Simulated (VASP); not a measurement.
Calculation: LDA (Ceperley-Alder, Perdew-Zunger), VASP's LDA PAW potentials (set 64) (plane waves; VASP).

A VASP calculation is set up with these files.

**INCAR**
```
SYSTEM = CsPbCl3
PREC = Accurate
ENCUT = 400
EDIFF = 1E-6
NELM = 100
ALGO = Normal
LREAL = .FALSE.
LASPH = .TRUE.
ISMEAR = 0
SIGMA = 0.05
LMAXMIX = 4
LWAVE = .FALSE.
LCHARG = .FALSE.
IBRION = 2
ISIF = 3
NSW = 60
EDIFFG = -0.02
```

POSCAR:
```
CsPbCl3
1
    5.5053942107    -0.0000000000     0.0000000000
    0.0000000000     5.5053942107     0.0000000000
   -0.0000000000     0.0000000000     5.5053942107
Cs Pb Cl
1 1 3
Direct
  0.0000000000   0.0000000000   0.0000000000
  0.5000000000   0.5000000000   0.5000000000
  0.0000000000   0.5000000000   0.5000000000
  0.5000000000   0.0000000000   0.5000000000
  0.5000000000   0.5000000000   0.0000000000
```

File KPOINTS:
```
Automatic mesh
0
Gamma
4 4 4
0 0 0
```

POTCAR, in this order: Cs_sv Pb_d Cl (LDA.64 set). Program: vasp_std.

Unless said otherwise, spin-orbit coupling is left out, though it shifts the bands of the heavy elements here.

What does the run give for the energy per atom (σ→0), volume per atom, band gap (on the k-mesh)?

```json
{
  "energy per atom (σ→0)": "-3.880 eV/atom",
  "band gap (on the k-mesh)": "1.51 eV",
  "volume_per_atom": "33.76 Å³/atom"
}
```

**OSZICAR**
```
...
DAV:   1    -0.194474697632E+02   -0.50097E-01   -0.12764E+00   698   0.130E+01    0.125E+00
DAV:   2    -0.194063112823E+02    0.41158E-01   -0.94932E-02   686   0.315E+00    0.396E-01
DAV:   3    -0.194001411880E+02    0.61701E-02   -0.23120E-02   678   0.167E+00    0.177E-01
DAV:   4    -0.193999379042E+02    0.20328E-03   -0.88067E-04   802   0.274E-01    0.836E-02
DAV:   5    -0.193998987346E+02    0.39170E-04   -0.12024E-04   688   0.109E-01    0.250E-02
DAV:   6    -0.193998966282E+02    0.21064E-05   -0.10800E-05   600   0.282E-02    0.378E-03
DAV:   7    -0.193998964366E+02    0.19161E-06   -0.65622E-07   446   0.103E-02
   2 F= -.19399896E+02 E0= -.19399896E+02  d E =-.252392E-02
```

The structure comes from a computed database's CsPbCl3 entry (Pm-3m); how it stands against other phases isn't given here. This run relaxes it. Symmetry was kept, so distortions that lower it aren't found. The start is the result of an earlier pass.
